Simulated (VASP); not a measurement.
All values below come from PBEsol GGA, VASP's PBE PAW potentials (set 64) (plane waves; VASP).

The input files of a VASP run:

KPOINTS:
```
Automatic
0
Gamma
6 6 6
```

**POSCAR**
```
BaTiO3
1
    3.8851592492     0.0000000000     0.0000000000
    0.0000000000     3.8851592492     0.0000000000
    0.0000000000     0.0000000000     3.9940859349
Ba Ti O
1 1 3
Direct
  0.0000000000   0.0000000000   0.0038885062
  0.5000000000   0.5000000000   0.5205695899
  0.5000000000   0.5000000000   0.9709979898
  0.0000000000   0.5000000000   0.4842719571
  0.5000000000   0.0000000000   0.4842719571
```

### INCAR
```
! general
SYSTEM =BaTiO3
PREC   =Accurate
ENCUT  =520
LREAL  =.False.   ! projection in real space or not
LASPH  =.True.   ! aspherical one-centre terms

! electronic loop
EDIFF  =1E-7   ! SCF stop (eV)
NELM   =100
ALGO   =Normal
LMAXMIX=4

! smearing
ISMEAR =0   ! Gaussian
SIGMA  =0.05   ! width (eV)

! functional
GGA    =PS   ! PBEsol

! ions
IBRION =2   ! conjugate gradients
NSW    =30
ISIF   =4   ! ions and shape, fixed volume
EDIFFG =-0.01

! output
LWAVE  =.False.
LCHARG =.False.
```

POTCAR, in this order: Ba_sv Ti_sv O (PBE.64 set). Program: vasp_std.

Unless said otherwise, spin-orbit coupling is left out, though it shifts the bands of the heavy elements here.

Question: Predict the energy per atom (σ→0), band gap (on the k-mesh).

Answer: 
```json
{
  "energy per atom (σ→0)": "-8.379 eV/atom",
  "band gap (on the k-mesh)": "1.82 eV"
}
```

### OSZICAR
```
...
       N       E                     dE             d eps       ncg     rms          rms(c)
DAV:   1    -0.418933516349E+02    0.91154E-04   -0.16068E-02  2240   0.179E+00    0.338E-02
DAV:   2    -0.418934757295E+02   -0.12409E-03   -0.14715E-03  1984   0.267E-01    0.195E-02
DAV:   3    -0.418934739860E+02    0.17435E-05   -0.46934E-05  2696   0.476E-02    0.114E-02
DAV:   4    -0.418934717128E+02    0.22732E-05   -0.52651E-06  2456   0.243E-02    0.283E-03
DAV:   5    -0.418934717329E+02   -0.20104E-07   -0.11290E-06  2312   0.902E-03    0.144E-03
DAV:   6    -0.418934717220E+02    0.10861E-07   -0.72118E-08  1240   0.304E-03
  12 F= -.41893472E+02 E0= -.41893472E+02  d E =-.289553E-04
```

The compound is BaTiO3 in the tetragonal perovskite structure. This cell is one point of a volume scan, at 0.94 of the reference volume. Symmetry was kept, so distortions that lower it aren't found.
